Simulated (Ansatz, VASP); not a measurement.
# AlNi3 in two plane-wave programs, part 2 of 3

Aim: how closely do two programs agree when they are given the same cell, functional and k mesh? The cell is taken from a series of runs on this material, whose earlier steps may have relaxed, scaled, displaced or heated it; both programs get it as it stands.

VASP 6.6.1 and Ansatz 0.2.0.

So far: Set-up; Ansatz: elastic constants, PBEsol, pair 1.

### 3. VASP: elastic constants, PBEsol, pair 1

Level of this step: PBEsol, no spin polarisation; plane waves and PAW (Al, Ni) (VASP).

The same cell, functional, mesh and smearing now go to VASP, with its own data sets.

Lines of VASP's logs that name or quote its potential files are left out, and so is its time.

The input, INCAR:

```
SYSTEM = AlNi3
PREC = Accurate
ENCUT = 600
EDIFF = 1E-08
NELM = 120
ISMEAR = 1
SIGMA = 0.25
LREAL = .FALSE.
ALGO = Normal
GGA = PS
NBANDS = 22
LASPH = .TRUE.
LORBIT = 11
LWAVE = .FALSE.
LCHARG = .FALSE.
ISIF = 3
IBRION = 6
NFREE = 2
POTIM = 0.015
NSW = 1
GGA_COMPAT = .FALSE.
KPAR = 2
```

The input, POSCAR:

```
AlNi3
1.0
    3.5155622153      0.0000000000      0.0000000000
    0.0000000000      3.5155622153      0.0000000000
    0.0000000000      0.0000000000      3.5155622153
Al Ni
1 3
Direct
    0.0000000000      0.0000000000      0.0000000000
    0.0000000000      0.5000000000      0.5000000000
    0.5000000000      0.0000000000      0.5000000000
    0.5000000000      0.5000000000      0.0000000000
```

The input, KPOINTS:

```
Automatic mesh
0
Gamma
4 4 4
0 0 0
```

PAW data sets: Al and Ni (PBE family, release 64).

Run with:

```sh
mpirun -np 2 vasp_std
```

Numbers of over 12 decimals in the logs are rounded to 6 here.

The program printed:

```text
[banner, memory and clock lines left out]
running    2 mpi-ranks, on    1 nodes
 distrk:  each k-point on    1 cores,    2 groups
 distr:  one band on    1 cores,    1 groups

 POSCAR found type information on POSCAR AlNi
 POSCAR found :  2 types and       4 ions
|                                                                             |
|               ----> ADVICE to this user running VASP <----                  |
|                                                                             |
|     You enforced a specific xc type in the INCAR file but a different       |
|     [... a line on the potential file left out ...]
|     I HOPE YOU KNOW WHAT YOU ARE DOING!                                     |
|                                                                             |

 LDA part: xc-table for (Slater+PW92), standard interpolation
 POSCAR, INCAR and KPOINTS ok, starting setup
 FFT: planning ... GRIDC
 FFT: planning ... GRID_SOFT
 FFT: planning ... GRID
 WAVECAR not read
 entering main loop
       N       E                     dE             d eps       ncg     rms          rms(c)
DAV:   1     0.203496956312E+03    0.20350E+03   -0.15658E+04   440   0.213E+03
DAV:   2    -0.188627020689E+02   -0.22236E+03   -0.21227E+03   440   0.364E+02
DAV:   3    -0.290604715414E+02   -0.10198E+02   -0.96881E+01   494   0.109E+02
DAV:   4    -0.292177362491E+02   -0.15726E+00   -0.15703E+00   494   0.121E+01
DAV:   5    -0.292234966751E+02   -0.57604E-02   -0.57599E-02   526   0.216E+00    0.212E+01
DAV:   6    -0.298700726512E+02   -0.64658E+00   -0.63499E+01   490   0.136E+02    0.213E+01
DAV:   7    -0.244413144885E+02    0.54288E+01   -0.19857E+01   502   0.736E+01    0.226E+00
DAV:   8    -0.243929170004E+02    0.48397E-01   -0.37341E-01   468   0.506E+00    0.128E+00
DAV:   9    -0.243663189010E+02    0.26598E-01   -0.31626E-02   562   0.243E+00    0.209E-01
DAV:  10    -0.243652883071E+02    0.10306E-02   -0.18290E-03   472   0.387E-01    0.114E-01
DAV:  11    -0.243652635085E+02    0.24799E-04   -0.13555E-04   490   0.895E-02    0.390E-02
DAV:  12    -0.243652657238E+02   -0.22154E-05   -0.80154E-06   566   0.270E-02    0.176E-02
DAV:  13    -0.243652622617E+02    0.34622E-05   -0.23996E-06   588   0.217E-02    0.318E-03
DAV:  14    -0.243652622974E+02   -0.35759E-07   -0.17587E-07   462   0.373E-03    0.182E-03
DAV:  15    -0.243652623152E+02   -0.17804E-07   -0.12859E-08   306   0.131E-03    0.333E-04
DAV:  16    -0.243652623366E+02   -0.21362E-07   -0.21870E-09   244   0.620E-04    0.655E-05
DAV:  17    -0.243652623395E+02   -0.29208E-08   -0.52129E-10   244   0.228E-04
   1 F= -.24365262E+02 E0= -.24361906E+02  d E =-.100684E-01
[... from here on, the cycles between the ionic steps are left out ...]
   2 F= -.24357059E+02 E0= -.24353833E+02  d E =-.967814E-02
  12 F= -.24360924E+02 E0= -.24357654E+02  d E =-.981076E-02
  13 F= -.24360924E+02 E0= -.24357654E+02  d E =-.981058E-02
  14 F= -.24364289E+02 E0= -.24360933E+02  d E =-.100662E-01
  15 F= -.24364289E+02 E0= -.24360933E+02  d E =-.100661E-01
  16 F= -.24364179E+02 E0= -.24360819E+02  d E =-.100795E-01
  17 F= -.24364179E+02 E0= -.24360819E+02  d E =-.100794E-01
  18 F= -.24364093E+02 E0= -.24360738E+02  d E =-.100632E-01
 Finite differences progress:
  Degree of freedom:   9/  9
  Displacement:        1/  2
  Total:              17/ 18
 bond charge predicted
       N       E                     dE             d eps       ncg     rms          rms(c)
DAV:   1    -0.243633041601E+02    0.78839E-03   -0.27214E+00  1188   0.101E+01    0.228E-01
DAV:   2    -0.243648973182E+02   -0.15932E-02   -0.23291E-02  1398   0.217E+00    0.248E-01
DAV:   3    -0.243646337798E+02    0.26354E-03   -0.23620E-03  1360   0.167E+00    0.185E-01
DAV:   4    -0.243642760425E+02    0.35774E-03   -0.10954E-03  1546   0.924E-01    0.106E-01
DAV:   5    -0.243641086631E+02    0.16738E-03   -0.38711E-04  1730   0.397E-01    0.402E-02
DAV:   6    -0.243640938074E+02    0.14856E-04   -0.57939E-05  1384   0.196E-01    0.141E-02
DAV:   7    -0.243640933196E+02    0.48781E-06   -0.12672E-05  1458   0.104E-01    0.879E-03
DAV:   8    -0.243640925503E+02    0.76931E-06   -0.26987E-06  1618   0.395E-02    0.210E-03
DAV:   9    -0.243640925534E+02   -0.31296E-08   -0.25378E-07  1338   0.640E-03    0.742E-04
DAV:  10    -0.243640925646E+02   -0.11175E-07   -0.23279E-08  1032   0.186E-03    0.227E-04
DAV:  11    -0.243640925664E+02   -0.18053E-08   -0.21474E-09   690   0.789E-04
  19 F= -.24364093E+02 E0= -.24360738E+02  d E =-.100632E-01
 Finite differences progress:
  Degree of freedom:   9/  9
  Displacement:        2/  2
  Total:              18/ 18
```

From OUTCAR (step 3):

```text
ion  position               nearest neighbor table
   1  0.000  0.000  0.000-   2 2.49   3 2.49   4 2.49   2 2.49   3 2.49   2 2.49   4 2.49   2 2.49
                             3 2.49   4 2.49   3 2.49   4 2.49
   2  0.000  0.500  0.500-   1 2.49   3 2.49   4 2.49   1 2.49   4 2.49   1 2.49   3 2.49   1 2.49
                             3 2.49   4 2.49   4 2.49   3 2.49
   3  0.500  0.000  0.500-   1 2.49   2 2.49   4 2.49   1 2.49   4 2.49   2 2.49   4 2.49   4 2.49
                             1 2.49   2 2.49   1 2.49   2 2.49
   4  0.500  0.500  0.000-   1 2.49   2 2.49   3 2.49   2 2.49   3 2.49   1 2.49   3 2.49   3 2.49
                             1 2.49   2 2.49   2 2.49   1 2.49

  LATTYP: Found a simple cubic cell.
 ALAT       =     3.5155622153

 Subroutine GETGRP returns: Found 48 space group operations
 (whereof 48 operations were pure point group operations)

The static configuration has the point symmetry O_h .

 Found     10 irreducible k-points:

   k-points           NKPTS =     10   k-points in BZ     NKDIM =     10   number of bands    NBANDS=     22

   dimension x,y,z NGX =    28 NGY =   28 NGZ =   28
   dimension x,y,z NGXF=    56 NGYF=   56 NGZF=   56

   ENCUT  =  600.0 eV  44.10 Ry    6.64 a.u.   7.02  7.02  7.02*2*pi/ulx,y,z

   NELECT =      33.0000    total number of electrons

 k-points in reciprocal lattice and weights: Automatic mesh
   0.00000000  0.00000000  0.00000000       0.016
   0.25000000  0.00000000  0.00000000       0.094
   0.50000000  0.00000000  0.00000000       0.047
   0.25000000  0.25000000  0.00000000       0.188
   0.50000000  0.25000000  0.00000000       0.188
   0.50000000  0.50000000  0.00000000       0.047
   0.25000000  0.25000000  0.25000000       0.125
   0.50000000  0.25000000  0.25000000       0.188
   0.50000000  0.50000000  0.25000000       0.094
   0.50000000  0.50000000  0.50000000       0.016

 average (electrostatic) potential at core
       1 -69.3166       2 -80.9942       3 -80.9942       4 -80.9940

 E-fermi :   9.8748

 k-point     1 :       0.0000    0.0000    0.0000
  band No.  band energies     occupation
    ...
      9       8.5519      2.00000
     10       8.5521      2.00000
     11       9.4154      2.02603
     12       9.4158      2.02615
     13       9.7674      1.65829
     14      10.0357      0.12275
     15      10.0358      0.12261
     16      10.0360      0.12177
     17      10.7120     -0.00002
     18      10.7122     -0.00002
    ...

 k-point     2 :       0.2500    0.0000    0.0000
  band No.  band energies     occupation
    ...
     12       9.1527      2.00034
     13       9.1548      2.00036
     14       9.2825      2.00407
     15       9.3807      2.01724
     16       9.5180      2.06147
     17      10.0367      0.11980
     18      12.5692     -0.00000
     19      12.5693     -0.00000
     20      16.5793      0.00000
     21      17.3792      0.00000
    ...

 k-point     3 :       0.5000    0.0000    0.0000
  band No.  band energies     occupation
    ...
     12       8.7433      2.00000
     13       8.7659      2.00000
     14       8.7803      2.00000
     15       8.9216      2.00000
     16       9.4805      2.04823
     17      10.0373      0.11781
     18      15.5690      0.00000
     19      15.5701      0.00000
     20      15.5853      0.00000
     21      15.5869      0.00000
    ...

  Total        0.0104795      0.0096824      0.0097355      0.0000000      0.0000000      0.0000000
  in kB        0.3864253      0.3570342      0.3589915      0.0000000      0.0000000      0.0000000
  external PRESSURE =       0.3674836 kB  Pullay stress =       0.0000000 kB

  energy-cutoff  :      600.00
  volume of cell :       43.45
      direct lattice vectors                 reciprocal lattice vectors
     3.515562215  0.000000000  0.000000000     0.284449524  0.000000000  0.000000000
     0.000000000  3.515562215  0.000000000     0.000000000  0.284449524  0.000000000
     0.000000000  0.000000000  3.515562215     0.000000000  0.000000000  0.284449524

 POSITION                                       TOTAL-FORCE (eV/Angst)
 -----------------------------------------------------------------------------------
      0.00000      0.00000      0.00000         0.000000     -0.067852      0.000000
      0.00000      1.74278      1.75778         0.000000      0.155877      0.000000
      1.75778      0.00000      1.75778         0.000000     -0.075157      0.000000
      1.75778      1.75778      0.00000         0.000000     -0.012867      0.000000
 -----------------------------------------------------------------------------------
    total drift:                                0.000001     -0.000069     -0.000008

  FREE ENERGIE OF THE ION-ELECTRON SYSTEM (eV)
  ---------------------------------------------------
  free  energy   TOTEN  =       -24.3640925664 eV

  energy  without entropy=      -24.3540293272  energy(sigma->0) =      -24.36073815

  SYMMETRIZED ELASTIC MODULI (kBar)
 Direction    XX          YY          ZZ          XY          YZ          ZX
 --------------------------------------------------------------------------------
 XX        2743.4234   1683.3185   1683.3185      0.0000     -0.0000      0.0000
 YY        1683.3185   2743.4234   1683.3185      0.0000     -0.0000      0.0000
 ZZ        1683.3185   1683.3185   2743.4234     -0.0000      0.0000      0.0000
 XY           0.0000      0.0000     -0.0000   1421.9941      0.0000      0.0000
 YZ          -0.0000     -0.0000      0.0000      0.0000   1421.9941      0.0000
 ZX           0.0000      0.0000      0.0000      0.0000      0.0000   1421.9941
 --------------------------------------------------------------------------------

 Eigenvectors and eigenvalues of the dynamical matrix
 ----------------------------------------------------

   1 f  =   10.387304 THz    65.265354 2PiTHz  346.483156 cm-1    42.958417 meV
             X         Y         Z           dx          dy          dz
      0.000000  0.000000  0.000000    -0.206516    0.046127    0.747688
      0.000000  1.757781  1.757781    -0.072909   -0.023779   -0.385440
      1.757781  0.000000  1.757781     0.106461    0.016285   -0.385440
      1.757781  1.757781  0.000000     0.106461   -0.023779    0.263967

   2 f  =   10.387304 THz    65.265354 2PiTHz  346.483156 cm-1    42.958417 meV
             X         Y         Z           dx          dy          dz
      0.000000  0.000000  0.000000     0.743606   -0.081217    0.210399
      0.000000  1.757781  1.757781     0.262526    0.041868   -0.108463
      1.757781  0.000000  1.757781    -0.383336   -0.028673   -0.108463
      1.757781  1.757781  0.000000    -0.383336    0.041868    0.074280

   3 f  =   10.387304 THz    65.265354 2PiTHz  346.483156 cm-1    42.958417 meV
             X         Y         Z           dx          dy          dz
      0.000000  0.000000  0.000000     0.090637    0.771421   -0.022556
      0.000000  1.757781  1.757781     0.031999   -0.397675    0.011628
      1.757781  0.000000  1.757781    -0.046724    0.272345    0.011628
      1.757781  1.757781  0.000000    -0.046724   -0.397675   -0.007963

   4 f  =    7.092202 THz    44.561621 2PiTHz  236.570404 cm-1    29.330979 meV
             X         Y         Z           dx          dy          dz
      0.000000  0.000000  0.000000    -0.041349    0.001034   -0.511476
      0.000000  1.757781  1.757781     0.064247    0.000453   -0.223957
      1.757781  0.000000  1.757781    -0.018105   -0.001607   -0.223957
      1.757781  1.757781  0.000000    -0.018105    0.000453    0.794721

   5 f  =    7.092202 THz    44.561621 2PiTHz  236.570404 cm-1    29.330979 meV
             X         Y         Z           dx          dy          dz
      0.000000  0.000000  0.000000    -0.156598   -0.488527    0.011672
      0.000000  1.757781  1.757781     0.243319   -0.213909    0.005111
      1.757781  0.000000  1.757781    -0.068569    0.759065    0.005111
      1.757781  1.757781  0.000000    -0.068569   -0.213909   -0.018136

   6 f  =    7.092202 THz    44.561621 2PiTHz  236.570404 cm-1    29.330979 meV
             X         Y         Z           dx          dy          dz
      0.000000  0.000000  0.000000    -0.486914    0.157029    0.039681
      0.000000  1.757781  1.757781     0.756558    0.068757    0.017375
      1.757781  0.000000  1.757781    -0.213203   -0.243988    0.017375
      1.757781  1.757781  0.000000    -0.213203    0.068757   -0.061655

   7 f  =    6.845323 THz    43.010432 2PiTHz  228.335393 cm-1    28.309968 meV
             X         Y         Z           dx          dy          dz
      0.000000  0.000000  0.000000    -0.000000    0.000000   -0.000000
      0.000000  1.757781  1.757781     0.000000    0.093185   -0.700663
      1.757781  0.000000  1.757781    -0.019711   -0.000000    0.700663
      1.757781  1.757781  0.000000     0.019711   -0.093185    0.000000

   8 f  =    6.845323 THz    43.010432 2PiTHz  228.335393 cm-1    28.309968 meV
             X         Y         Z           dx          dy          dz
      0.000000  0.000000  0.000000     0.000000   -0.000000    0.000000
      0.000000  1.757781  1.757781    -0.000000   -0.006130   -0.020698
      1.757781  0.000000  1.757781     0.706777    0.000000    0.020698
      1.757781  1.757781  0.000000    -0.706777    0.006130   -0.000000

   9 f  =    6.845323 THz    43.010432 2PiTHz  228.335393 cm-1    28.309968 meV
             X         Y         Z           dx          dy          dz
      0.000000  0.000000  0.000000     0.000000    0.000000   -0.000000
      0.000000  1.757781  1.757781    -0.000000    0.700913    0.092970
      1.757781  0.000000  1.757781     0.008801   -0.000000   -0.092970
      1.757781  1.757781  0.000000    -0.008801   -0.700913   -0.000000

  10 f/i=    0.000232 THz     0.001455 2PiTHz    0.007726 cm-1     0.000958 meV
             X         Y         Z           dx          dy          dz
      0.000000  0.000000  0.000000     0.093850    0.032708    0.350700
      0.000000  1.757781  1.757781     0.138419    0.048242    0.517265
      1.757781  0.000000  1.757781     0.138425    0.048240    0.517265
      1.757781  1.757781  0.000000     0.138425    0.048242    0.517244

  11 f/i=    0.000232 THz     0.001455 2PiTHz    0.007727 cm-1     0.000958 meV
             X         Y         Z           dx          dy          dz
      0.000000  0.000000  0.000000    -0.246134   -0.253523    0.089512
      0.000000  1.757781  1.757781    -0.363021   -0.373933    0.132026
      1.757781  0.000000  1.757781    -0.363036   -0.373918    0.132026
      1.757781  1.757781  0.000000    -0.363036   -0.373933    0.132021

  12 f/i=    0.000232 THz     0.001455 2PiTHz    0.007727 cm-1     0.000958 meV
             X         Y         Z           dx          dy          dz
      0.000000  0.000000  0.000000     0.251949   -0.259855   -0.043189
      0.000000  1.757781  1.757781     0.371597   -0.383273   -0.063701
      1.757781  0.000000  1.757781     0.371612   -0.383258   -0.063701
      1.757781  1.757781  0.000000     0.371612   -0.383273   -0.063699

 ELASTIC MODULI CONTR FROM IONIC RELAXATION (kBar)
 Direction    XX          YY          ZZ          XY          YZ          ZX
 --------------------------------------------------------------------------------
 XX           0.0000      0.0000      0.0000      0.0000      0.0000      0.0000
 YY           0.0000      0.0000      0.0000      0.0000      0.0000      0.0000
 ZZ           0.0000      0.0000      0.0000      0.0000      0.0000      0.0000
 XY           0.0000      0.0000      0.0000      0.0000      0.0000      0.0000
 YZ           0.0000      0.0000      0.0000      0.0000      0.0000      0.0000
 ZX           0.0000      0.0000      0.0000      0.0000      0.0000      0.0000
 --------------------------------------------------------------------------------

 TOTAL ELASTIC MODULI (kBar)
 Direction    XX          YY          ZZ          XY          YZ          ZX
 --------------------------------------------------------------------------------
 XX        2743.4234   1683.3185   1683.3185      0.0000     -0.0000      0.0000
 YY        1683.3185   2743.4234   1683.3185      0.0000     -0.0000      0.0000
 ZZ        1683.3185   1683.3185   2743.4234     -0.0000      0.0000      0.0000
 XY           0.0000      0.0000     -0.0000   1421.9941      0.0000      0.0000
 YZ          -0.0000     -0.0000      0.0000      0.0000   1421.9941      0.0000
 ZX           0.0000      0.0000      0.0000      0.0000      0.0000   1421.9941
 --------------------------------------------------------------------------------

 total charge
# of ion       s       p       d       tot
------------------------------------------
    1        0.407   0.409   0.000   0.816
    2        0.512   0.551   8.407   9.470
    3        0.512   0.551   8.407   9.470
    4        0.512   0.551   8.407   9.470
--------------------------------------------------
tot          1.944   2.062  25.221  29.227

[... 3 further parts left out ...]
```

CONTCAR:

```
AlNi3
   1.00000000000000
     3.5155622153000001    0.0000000000000000    0.0000000000000000
     0.0000000000000000    3.5155622153000001    0.0000000000000000
     0.0000000000000000    0.0000000000000000    3.5155622153000001
  Al              Ni
     1     3
Direct
     0.0000000000000000    0.0000000000000000    0.0000000000000000
     0.0000000000000000    0.4957332571346003    0.4999999999999999
     0.5000000000000000    0.0000000000000000    0.5000000000000000
     0.5000000000000000    0.5000000000000000    0.0000000000000000
```

This run has no spin polarisation, so a moment on Ni, if there is one, isn't seen. Its electron count is odd, so without a moment it is a metal by construction. The last energy, forces, stress and levels in OUTCAR belong to the last displaced cell, not to the cell of POSCAR. The k-mesh is coarse for a metal.

Levels, forces or a CONTCAR printed for this step are those of its last displaced cell, not of the structure at rest.

### 4. Side by side

Known differences besides the potentials themselves: the data sets hold 57 valence electrons in Ansatz (on its default PAW (the set named soft_2) files) and 33 in VASP; the cutoff is 420 eV in Ansatz and 600 eV in VASP; Ansatz makes its cores anew for this functional, VASP keeps those of its PBE data sets; VASP takes each elastic constant from one size of strain, Ansatz from those that its log lists. Total energies have different zeros and are not compared.

Compared:

| quantity | Ansatz | VASP | difference |
| --- | --- | --- | --- |
| C11 (GPa) | 280.0 | 274.3 | +2.07 % |
| C22 (GPa) | 280.0 | 274.3 | +2.07 % |
| C33 (GPa) | 280.0 | 274.3 | +2.07 % |
| C12 (GPa) | 168.7 | 168.3 | +0.20 % |
| C13 (GPa) | 168.7 | 168.3 | +0.20 % |
| C23 (GPa) | 168.7 | 168.3 | +0.20 % |
| C44 (GPa) | 143.6 | 142.2 | +0.97 % |
| C55 (GPa) | 143.6 | 142.2 | +0.97 % |
| C66 (GPa) | 143.6 | 142.2 | +0.97 % |

[end of part 2 of 3]

[Lines on the potential files, build, host, timing and source positions are cut from VASP's logs without a mark.]

[Logs are printed without paths, hosts, clocks, repeated set-up lines and the standing remarks that a program may print on its own settings, such as how far it seeks lower states.]

[Hosts, paths, dates, database ids (printed as entryN), source tags and the programs' standing remarks are cut or masked in the printed files.]
